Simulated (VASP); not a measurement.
Output of a VASP run:

### OUTCAR
```
 ion  position               nearest neighbor table
   1  0.667  0.333  0.433-   3 2.41   3 2.41   3 2.41
   2  0.333  0.667  0.567-   3 2.41   3 2.41   3 2.41
   3  0.000  0.000  0.500-   1 2.41   2 2.41   1 2.41   2 2.41   1 2.41   2 2.41
  LATTYP: Found a hexagonal cell.
 ALAT       =     3.5643008470
 C/A-ratio  =     5.2576164008
 Subroutine PRICEL returns:
 Original cell was already a primitive cell.
 Subroutine GETGRP returns: Found 12 space group operations
The static configuration has the point symmetry D_3d.
The dynamic configuration has the point symmetry D_3d.
 Subroutine INISYM returns: Found 12 space group operations
 Subroutine IBZKPT returns following result:
 Found     19 irreducible k-points:

 Following reciprocal coordinates:
            Coordinates               Weight
  0.000000  0.000000  0.000000      1.000000
  0.083333 -0.000000  0.000000      6.000000
  0.166667  0.000000  0.000000      6.000000
  0.250000 -0.000000  0.000000      6.000000
  0.333333 -0.000000  0.000000      6.000000
  0.416667  0.000000  0.000000      6.000000
  0.500000 -0.000000  0.000000      3.000000
  0.083333  0.083333  0.000000      6.000000
  0.166667  0.083333  0.000000     12.000000
  0.250000  0.083333  0.000000     12.000000
  0.333333  0.083333  0.000000     12.000000
  0.416667  0.083333  0.000000     12.000000
  0.166667  0.166667  0.000000      6.000000
  0.250000  0.166667  0.000000     12.000000
  0.333333  0.166667  0.000000     12.000000
  0.416667  0.166667  0.000000      6.000000
  0.250000  0.250000  0.000000      6.000000
  0.333333  0.250000  0.000000     12.000000
  0.333333  0.333333  0.000000      2.000000
   k-points           NKPTS =     19   k-points in BZ     NKDIM =     19   number of bands    NBANDS=     15
   number of dos      NEDOS =    301   number of ions     NIONS =      3
   total plane-waves  NPLWV =  31104
   dimension x,y,z NGX =    18 NGY =   18 NGZ =   96
   dimension x,y,z NGXF=    36 NGYF=   36 NGZF=  192
   ions per type =               2   1
   PREC   = normal    normal or accurate (medium, high low for compatibility)
   ISTART =      1    job   : 0-new  1-cont  2-samecut
   ICHARG =      0    charge: 1-file 2-atom 10-const
   ISPIN  =      1    spin polarized calculation?
   LNONCOLLINEAR =      F non collinear calculations
   LSORBIT =      F    spin-orbit coupling
   INIWAV =      1    electr: 0-lowe 1-rand  2-diag
   ENCUT  =  400.0 eV  29.40 Ry    5.42 a.u.   5.81  5.81 30.56*2*pi/ulx,y,z
   NELM   =    100;   NELMIN=  4; NELMDL=  0     # of ELM steps
   EDIFF  = 0.1E-05   stopping-criterion for ELM
   LREAL  =      F    real-space projection
   NLSPLINE    = F    spline interpolate recip. space projectors
   LMAXMIX     =    6 max onsite mixed and CHGCAR
   VOSKOWN=      0    Vosko Wilk Nusair interpolation
   EDIFFG = 0.1E-04   stopping-criterion for IOM
   NSW    =      0    number of steps for IOM
   NBLOCK =      1;   KBLOCK =      1    inner block; outer block
   IBRION =     -1    ionic relax: 0-MD 1-quasi-New 2-CG
   NFREE  =      0    steps in history (QN), initial steepest desc. (CG)
   ISIF   =      2    stress and relaxation
   ISYM   =      2    0-nonsym 1-usesym 2-fastsym
   TEIN   =    0.0    initial temperature
   TEBEG  =    0.0;   TEEND  =   0.0 temperature during run
   SMASS  =  -3.00    Nose mass-parameter (am)
   PSTRESS=    0.0 pullay stress
   NELECT =      22.0000    total number of electrons
   EFERMI =   0.00;   METHOD = LEGACY
   ISMEAR =     0;   SIGMA  =   0.05  broadening in eV -4-tet -1-fermi 0-gaus
   IALGO  =     38    algorithm
   LDIAG  =      T    sub-space diagonalisation (order eigenvalues)
   IMIX   =      4    mixing-type and parameters
     AMIX     =   0.40;   BMIX     =  1.00
     AMIX_MAG =   1.60;   BMIX_MAG =  1.00
     AMIN     =   0.10
   GGA     = BO    functional components
   VOSKOWN =     0    Vosko Wilk Nusair interpolation
   LHFCALC =     F    Hartree Fock is set to
...
```

OSZICAR:
```
       N       E                     dE             d eps       ncg     rms          rms(c)
DAV:   1    -0.947108781549E+01   -0.94711E+01   -0.45468E-03   717   0.125E+00    0.174E-02
DAV:   2    -0.947108085920E+01    0.69563E-05   -0.15328E-04   584   0.517E-02    0.905E-03
DAV:   3    -0.947110304386E+01   -0.22185E-04   -0.97146E-06   670   0.225E-02    0.552E-03
DAV:   4    -0.947114534528E+01   -0.42301E-04   -0.18029E-05   619   0.316E-02    0.221E-03
DAV:   5    -0.947114517176E+01    0.17352E-06   -0.22724E-05   516   0.228E-02    0.943E-04
DAV:   6    -0.947113096937E+01    0.14202E-04   -0.10150E-05   464   0.232E-02    0.476E-04
DAV:   7    -0.947111843075E+01    0.12539E-04   -0.66105E-06   464   0.176E-02    0.306E-04
DAV:   8    -0.947110384277E+01    0.14588E-04   -0.11617E-05   464   0.221E-02    0.380E-04
DAV:   9    -0.947108168073E+01    0.22162E-04   -0.25906E-05   504   0.262E-02    0.146E-04
DAV:  10    -0.947107755781E+01    0.41229E-05   -0.75852E-06   450   0.159E-02    0.161E-04
DAV:  11    -0.947107775837E+01   -0.20056E-06   -0.54802E-06   448   0.141E-02
   1 F= -.94710778E+01 E0= -.94710778E+01  d E =-.983698E-14
```

**OUTCAR**
```
------------------------ aborting loop because EDIFF is reached ----------------------------------------
  FORCE on cell =-STRESS in cart. coord.  units (eV):
  Direction    XX          YY          ZZ          XY          YZ          ZX
  --------------------------------------------------------------------------------------
  Total       -0.1304480     -0.1304481     -0.0981889      0.0000000      0.0000000      0.0000000
  in kB       -1.0136909     -1.0136910     -0.7630106      0.0000000      0.0000000      0.0000000
  external PRESSURE =      -0.9301308 kB  Pullay stress =       0.0000000 kB
  volume of cell :      206.18
      direct lattice vectors                 reciprocal lattice vectors
     3.564300847  0.000000000  0.000000000     0.280559931  0.161981348  0.000000000
    -1.782150424  3.086775157  0.000000000     0.000000000  0.323962695  0.000000000
     0.000000000  0.000000000 18.739726590     0.000000000  0.000000000  0.053362571
 POSITION                                       TOTAL-FORCE (eV/Angst)
 -----------------------------------------------------------------------------------
      1.78215      1.02892      8.11203         0.000000     -0.000000      0.025219
     -0.00000      2.05785     10.62770        -0.000000      0.000000     -0.025219
      0.00000      0.00000      9.36986         0.000000      0.000000      0.000000
 -----------------------------------------------------------------------------------
    total drift:                               -0.000000      0.000000     -0.000000
  FREE ENERGIE OF THE ION-ELECTRON SYSTEM (eV)
  ---------------------------------------------------
  free  energy   TOTEN  =        -9.4710777584 eV

  energy  without entropy=       -9.4710777584  energy(sigma->0) =       -9.47107776

 total charge

# of ion       s       p       d       tot
------------------------------------------
    1        1.367   2.272   0.000   3.639
    2        1.367   2.272   0.000   3.639
    3        0.673   0.730   7.959   9.362
--------------------------------------------------
tot          3.407   5.274   7.959  16.641
```
(Selected blocks of OUTCAR.)

### POSCAR
```
PtS2 monolayer
1
    3.5643008470    -0.0000000000     0.0000000000
   -1.7821504236     3.0867751571    -0.0000000000
    0.0000000000    -0.0000000000    18.7397265904
S Pt
2 1
Direct
  0.6666670000   0.3333330000   0.4328787746
  0.3333330000   0.6666670000   0.5671212254
  0.0000000000   0.0000000000   0.5000000000
```

Question: Reconstruct the remaining input files.

Answer: Several could match; the one computed here: the input of the run itself, optB88-vdW, plane waves, VASP's PBE PAW potentials (set 64).

**KPOINTS**
```
Automatic
0
G
 12 12 1
```

INCAR:
```
LASPH = .True.
LWAVE = .False.
ENCUT = 400
EDIFF = 1E-6   # SCF stop (eV)
SIGMA = 0.05   # width (eV)
PARAM2 = 0.22
LCHARG = .False.
AGGAC = 0.0
ALGO = Normal
NELM = 100
ISMEAR = 0   # Gaussian
GGA = BO
PREC = Normal
LUSE_VDW = .True.
NELMIN = 4
LORBIT = 11
LVHAR = .True.
SYSTEM = PtS2 monolayer
PARAM1 = 0.1833333333
LMAXMIX = 6   # l cut-off of mixed one-centre charges
LREAL = .False.   # projection in real space or not
```

POTCAR, in this order: S Pt (PBE.64 set). Program: vasp_std. Read from the step before: WAVECAR.

The cell is a sheet with vacuum, built from PtS2 (1T layered).
